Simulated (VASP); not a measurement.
Data:

Space group Fm-3m (No. 225); a = b = c = 4.517 Å, α = β = γ = 90.00°

```tsv
atom	site	symmetry	x	y	z
Hf	4a	m-3m	0.0000	0.0000	0.0000
N	4b	m-3m	0.5000	0.5000	0.5000
```
(The calculation used a cell of 2 atoms; values per cell refer to that cell.)

Calculation: optB86b-vdW, VASP's PBE PAW potentials (set 64) (plane waves; VASP 6.6.1). Run with 520 eV cut-off, 14×14×14 Γ-centred mesh, first-order Methfessel-Paxton smearing of 0.10 eV, potentials Hf_pv N.

Task: Give the energy at these volumes per atom, relative to the lowest: 10.82, 11.17, 11.51, 11.86, 12.20 Å³.

Result: 41.2, 9.9, 0.0, 8.4, 32.4 meV/atom. A third-order Birch-Murnaghan fit gives B0 = 282 GPa and B0′ = 4.3.

Measured: a 4.524 Å (computed value off by -0.2 %), as given by Seo, Lee, Wen, Petrov, Greene, Gall, J. Appl. Phys. 96, 878 (2004). The calculation is for a static lattice, while the measured a holds thermal and zero-point effects, which are part of the difference.

The compound is HfN in the rock salt structure. It was relaxed first.
